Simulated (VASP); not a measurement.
Calculation: PBE GGA, VASP's PBE PAW potentials (set 64) (plane waves; VASP).

Input for VASP

### INCAR
```
! general
SYSTEM = P
PREC   = Accurate
ENCUT  = 400
LREAL  = .FALSE.
LASPH  = .TRUE.

! electronic loop
EDIFF  = 1E-6
NELM   = 100
ALGO   = Normal

! smearing
ISMEAR = 0
SIGMA  = 0.05

! functional
GGA    = PE

! ions
ISIF   = 2

! output
LWAVE  = .FALSE.
LCHARG = .FALSE.
```

**POSCAR**
```
P
5.5717570
  0.3008174980  -0.9536817560   0.0000000000
  0.3008174980   0.9536817560   0.0000000000
  0.0000000000   0.0000000000   0.8011085193
P
4
Cartesian
  0.3008174980   0.7597028869   0.7365391726
  0.3008174980   0.1939788692   0.3359849130
  0.3008174980  -0.1939788692   0.4651236063
  0.3066714065  -0.7597028869   0.0645693467
```

KPOINTS:
```
Automatic mesh
0
Gamma
10 10 8
0 0 0
```

POTCAR, in this order: P (PBE.64 set). Program: vasp_std.

What VASP printed:

### OSZICAR
```
       N       E                     dE             d eps       ncg     rms          rms(c)
DAV:   1     0.547884958176E+02    0.54788E+02   -0.72083E+03 11312   0.976E+02
DAV:   2    -0.180380948367E+02   -0.72827E+02   -0.70740E+02 15008   0.161E+02
DAV:   3    -0.215432262972E+02   -0.35051E+01   -0.34795E+01 15286   0.388E+01
DAV:   4    -0.215906320288E+02   -0.47406E-01   -0.47367E-01 14438   0.525E+00
DAV:   5    -0.215916534597E+02   -0.10214E-02   -0.10211E-02 15696   0.689E-01    0.959E+00
DAV:   6    -0.215028240545E+02    0.88829E-01   -0.51142E-02 13694   0.139E+00    0.569E+00
DAV:   7    -0.214636750702E+02    0.39149E-01   -0.92062E-02 14402   0.193E+00    0.218E-01
DAV:   8    -0.214638782978E+02   -0.20323E-03   -0.75890E-03 13868   0.607E-01    0.121E-01
DAV:   9    -0.214639614909E+02   -0.83193E-04   -0.30508E-04 15588   0.129E-01    0.684E-02
DAV:  10    -0.214639886580E+02   -0.27167E-04   -0.46593E-05 13562   0.439E-02    0.238E-02
DAV:  11    -0.214639967474E+02   -0.80894E-05   -0.10860E-05 14330   0.278E-02    0.982E-03
DAV:  12    -0.214639971035E+02   -0.35611E-06   -0.38723E-07  8674   0.467E-03
   1 F= -.21463997E+02 E0= -.21463981E+02  d E =-.322254E-04
```

**OUTCAR**
```
------------------------ aborting loop because EDIFF is reached ----------------------------------------
  FORCE on cell =-STRESS in cart. coord.  units (eV):
  Direction    XX          YY          ZZ          XY          YZ          ZX
  --------------------------------------------------------------------------------------
  Total       -1.0809177     -0.2559331     -0.8517722     -0.1349420     -0.0011473      0.3343338
  in kB      -21.7820519     -5.1574208    -17.1644391     -2.7192754     -0.0231197      6.7373080
  external PRESSURE =     -14.7013039 kB  Pullay stress =       0.0000000 kB
  volume of cell :       79.51
      direct lattice vectors                 reciprocal lattice vectors
     1.676082000 -5.313683000  0.000000000     0.298314760 -0.094096693  0.000000000
     1.676082000  5.313683000  0.000000000     0.298314760  0.094096693  0.000000000
     0.000000000  0.000000000  4.463582000     0.000000000  0.000000000  0.224035315
 POSITION                                       TOTAL-FORCE (eV/Angst)
 -----------------------------------------------------------------------------------
      1.67608      4.23288      4.10382         0.040007      0.214978     -0.253245
      1.67608      1.08080      1.87203         0.252241     -0.215152     -0.240451
      1.67608     -1.08080      2.59156         0.023517      0.214638      0.254098
      1.70870     -4.23288      0.35976        -0.315765     -0.214464      0.239598
 -----------------------------------------------------------------------------------
    total drift:                               -0.000010      0.000017      0.000007
  FREE ENERGIE OF THE ION-ELECTRON SYSTEM (eV)
  ---------------------------------------------------
  free  energy   TOTEN  =       -21.4639971035 eV

  energy  without entropy=      -21.4639648781  energy(sigma->0) =      -21.46398099
```
(Selected blocks of OUTCAR.)

The compound is P in the black structure. The cell was not relaxed at this level, atoms are displaced from their ideal sites. The run is one of a series of settings (KPOINTS 10×10×8 Γ-centred mesh against the base run), some of them coarse on purpose.
